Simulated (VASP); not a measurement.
Computed with PBE GGA, VASP's PBE PAW potentials (set 64) (plane waves; VASP).

VASP ran on this input.

### INCAR
```
SYSTEM  =  AlN
PREC  =  Accurate; ENCUT  =  520; LREAL  =  .FALSE.
LASPH  =  .TRUE.
EDIFF  =  1E-2; NELM  =  100; ALGO  =  Normal
ISMEAR  =  0; SIGMA  =  0.05
GGA  =  PE
ISIF  =  2
LWAVE  =  .FALSE.; LCHARG  =  .FALSE.
```

### POSCAR
```
AlN
1
    1.5550000000    -2.6933390000     0.0000000000
    1.5550000000     2.6933390000     0.0000000000
    0.0000000000     0.0000000000     4.9800000000
Al N
2 2
Direct
  0.6666670000   0.3333330000   0.5000000000
  0.3333330000   0.6666670000   0.0000000000
  0.6666670000   0.3333330000   0.8820000000
  0.3333330000   0.6666670000   0.3820000000
```

**KPOINTS**
```
Automatic mesh
0
Gamma
9 9 5
0 0 0
```

POTCAR, in this order: Al N (PBE.64 set). Program: vasp_std.

Question: What will the output report for the number of irreducible k-points (NKPTS), number of bands (NBANDS), largest plane-wave count, number of space-group operations, FFT grid (NGX, NGY, NGZ)?

Answer: 
The number of irreducible k-points (NKPTS) is 36 and the number of bands (NBANDS) is 12. The largest plane-wave count is 1152 and the number of space-group operations is 12. The FFT grid (NGX, NGY, NGZ) is 24 × 24 × 40.

The compound is AlN in the wurtzite structure. The cell was not relaxed at this level. The run is one of a series of settings (EDIFF = 1E-2 against the base run), some of them coarse on purpose.
